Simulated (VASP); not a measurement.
These are revTPSS meta-GGA, VASP's PBE PAW potentials (set 64) (plane waves; VASP) values and carry that method's errors.

Input for VASP

### POSCAR
```
Mo
1
   -1.5876983321     1.5876983321     1.5876983321
    1.5876983321    -1.5876983321     1.5876983321
    1.5876983321     1.5876983321    -1.5876983321
Mo
1
Direct
  0.0000000000   0.0000000000   0.0000000000
```

INCAR:
```
SYSTEM = Mo
PREC = Accurate
ENCUT = 520
EDIFF = 1E-7
NELM = 100
ALGO = Normal
LREAL = .FALSE.
LASPH = .TRUE.
ISMEAR = 1
SIGMA = 0.1
METAGGA = RTPSS
LMIXTAU = .TRUE.
LMAXMIX = 4
LWAVE = .FALSE.
LCHARG = .FALSE.
ISIF = 2
```

### KPOINTS
```
Automatic mesh
0
Gamma
16 16 16
0 0 0
```

POTCAR, in this order: Mo_sv (PBE.64 set). Program: vasp_std.

Output

**OSZICAR**
```
       N       E                     dE             d eps       ncg     rms          rms(c)
DAV:   1     0.211708099421E+03    0.21171E+03   -0.11421E+04  3720   0.280E+03
DAV:   2     0.735372483142E+02   -0.13817E+03   -0.12880E+03  4432   0.490E+02
DAV:   3     0.670468963945E+02   -0.64904E+01   -0.61216E+01  4515   0.128E+02
DAV:   4     0.669138468693E+02   -0.13305E+00   -0.13162E+00  4374   0.185E+01
DAV:   5     0.669104157800E+02   -0.34311E-02   -0.34305E-02  4836   0.274E+00    0.382E+01
DAV:   6     0.175915478770E+01   -0.65151E+02   -0.47638E+02  3190   0.360E+02    0.119E+01
DAV:   7     0.995971915732E+00   -0.76318E+00   -0.22197E+00  3763   0.228E+01    0.873E+00
DAV:   8     0.221302219022E+02    0.21134E+02   -0.74952E+01  3190   0.157E+02    0.801E+00
DAV:   9     0.135354727802E+01   -0.20777E+02   -0.55088E+01  3190   0.118E+02    0.225E+00
DAV:  10     0.108787421824E+01   -0.26567E+00   -0.39020E-01  3322   0.963E+00    0.495E-01
DAV:  11     0.108830558629E+01    0.43137E-03   -0.17776E-02  3562   0.197E+00    0.356E-01
DAV:  12     0.108134152310E+01   -0.69641E-02   -0.89069E-03  3400   0.131E+00    0.333E-01
DAV:  13     0.107559890451E+01   -0.57426E-02   -0.88888E-04  3442   0.493E-01    0.212E-01
DAV:  14     0.107579670550E+01    0.19780E-03   -0.33543E-04  3514   0.257E-01    0.778E-02
DAV:  15     0.107570178680E+01   -0.94919E-04   -0.33896E-05  3570   0.818E-02    0.329E-02
DAV:  16     0.107568035144E+01   -0.21435E-04   -0.57988E-06  3547   0.335E-02    0.251E-02
DAV:  17     0.107569656896E+01    0.16218E-04   -0.11985E-05  3609   0.479E-02    0.382E-03
DAV:  18     0.107568930143E+01   -0.72675E-05   -0.29581E-07  3436   0.705E-03    0.172E-03
DAV:  19     0.107569162914E+01    0.23277E-05   -0.55960E-08  1766   0.337E-03    0.176E-04
DAV:  20     0.107569120967E+01   -0.41947E-06   -0.34288E-09  1649   0.743E-04    0.189E-04
DAV:  21     0.107569133925E+01    0.12958E-06   -0.50270E-10  1640   0.318E-04    0.122E-04
DAV:  22     0.107569124247E+01   -0.96776E-07   -0.60760E-11  1619   0.118E-04
   1 F= 0.10756912E+01 E0= 0.10755045E+01  d E =0.560098E-03
```

**OUTCAR**
```
------------------------ aborting loop because EDIFF is reached ----------------------------------------
  FORCE on cell =-STRESS in cart. coord.  units (eV):
  Direction    XX          YY          ZZ          XY          YZ          ZX
  --------------------------------------------------------------------------------------
  Total       -0.8280175     -0.8280175     -0.8280175      0.0000000      0.0000000      0.0000000
  in kB      -82.8678658    -82.8678658    -82.8678658      0.0000000      0.0000000      0.0000000
  external PRESSURE =     -82.8678658 kB  Pullay stress =       0.0000000 kB
  volume of cell :       16.01
      direct lattice vectors                 reciprocal lattice vectors
    -1.587698332  1.587698332  1.587698332     0.000000000  0.314921286  0.314921286
     1.587698332 -1.587698332  1.587698332     0.314921286  0.000000000  0.314921286
     1.587698332  1.587698332 -1.587698332     0.314921286  0.314921286  0.000000000
 POSITION                                       TOTAL-FORCE (eV/Angst)
 -----------------------------------------------------------------------------------
      0.00000      0.00000      0.00000        -0.000000      0.000000     -0.000000
 -----------------------------------------------------------------------------------
    total drift:                                0.000000     -0.000000      0.000000
  FREE ENERGIE OF THE ION-ELECTRON SYSTEM (eV)
  ---------------------------------------------------
  free  energy   TOTEN  =         1.0756912425 eV

  energy  without entropy=        1.0751311440  energy(sigma->0) =        1.07550454
```
(Selected blocks of OUTCAR.)

The compound is Mo in the bcc structure. This cell is one point of a volume scan, at 1.03 of the reference volume.
